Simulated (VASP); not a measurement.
Energy against volume of TiO$_{2}$ (rutile). These are MS2 meta-GGA, VASP's PBE PAW potentials (set 64) (plane waves; VASP 6.6.1) values and carry that method's errors. Settings: 520 eV cut-off, 5×5×8 Γ-centred mesh, Gaussian smearing of 0.050 eV, potentials Ti_sv O.

Shape and ions are relaxed at each volume.

```csv
V (Å³/atom),E (eV/atom)
9.851,-12.10854
10.165,-12.13254
10.480,-12.14059
10.794,-12.13516
```

Q: Fit these four points and predict the energy of the run at 11.108 Å³/atom.

A: A cubic in V^(−2/3), the third-order Birch-Murnaghan form, passes through the four points with V0 = 10.50 Å³/atom and B0 = 226 GPa, and gives -12.1184 eV/atom there. The run gave -12.1185 eV/atom, -0.1 meV/atom from the fit; all five points give B0 = 225 GPa.

The compound is TiO2 in the rutile structure. It was relaxed first.
